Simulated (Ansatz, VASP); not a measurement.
RbP3: VASP beside Ansatz

```
Rb P
1.0
     4.36191    0.00000    0.00000
     0.00000    4.36191    0.00000
     0.00000    0.00000    4.36191
Rb P
1 3
Cartesian
  0.0000 0.0000 0.0000
  0.0000 2.1810 2.1810
  2.1810 0.0000 2.1810
  2.1810 2.1810 0.0000
```

Change from the starting cell: species swapped into the NdPt3 type (Pm-3m, No. 221).

Alike in both runs: functional PBE; k mesh 10 × 10 × 10; occupations gaussian, width 0.1 eV; no spin polarisation.

Ansatz relaxed the structure, and its values are those at the end. VASP's run is a single point on that final structure, the one shown.

|  | VASP | Ansatz |
| --- | --- | --- |
| version | VASP 6.6.1 | Ansatz 0.2.0 |
| potentials or method | VASP PAW PBE potentials, release 64 (Rb_sv, P) | scalar-relativistic, plane waves, PAW |
| plane-wave cutoff (eV) | 520 | 420 |
| valence electrons in the cell | 24 | 24 |

Ansatz gave:

```
gap on the k mesh at the Fermi level (eV) : none
pressure (GPa)                            : 0.0
```

Estimate VASP's values.

gap on the k mesh at the Fermi level (eV): none; pressure (GPa): 0.1.

A gap of «none» marks a metal or a gap that the smearing closes.
